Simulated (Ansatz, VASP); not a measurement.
# TaRu in VASP and in Ansatz

```
CELL_PARAMETERS angstrom
3.18700 0.00000 0.00000
0.00000 3.18700 0.00000
0.00000 0.00000 3.18700
ATOMIC_POSITIONS crystal
Ta 0.50000 0.50000 0.50000
Ru 0.00000 0.00000 0.00000
```

Alike in both runs: task electric field gradients; functional LDA; k mesh 13 × 13 × 13; occupations fermi-dirac, width 0.03 eV; no spin polarisation.

```csv
,VASP,Ansatz
version,VASP 6.6.1,Ansatz 0.2.0
potentials or method,"VASP PAW LDA potentials, release 64 (Ta_pv, Ru_pv), cutoff 520 eV","all-electron PAW with datasets made for the crystal, scalar-relativistic"
```

VASP gave:

* pressure (GPa): -15.5
* Vzz of the field gradient on the site that differs most (V/Å²): 0.0

Q: What did Ansatz give for the same quantities?

A: Pressure (GPa): -16.2; Vzz of the field gradient on the site that differs most (V/Å²): 0.0.

Ansatz ran all-electron here, so the differences hold the error of VASP's frozen core and of both bases. Ansatz warned: «gradients_without_spin_orbit».

Caveats: so large a pressure means that the cell lies far from this level's equilibrium, or that cutoff or potentials fall short (VASP). Spin-orbit coupling is left out, which matters for the levels of Ta.
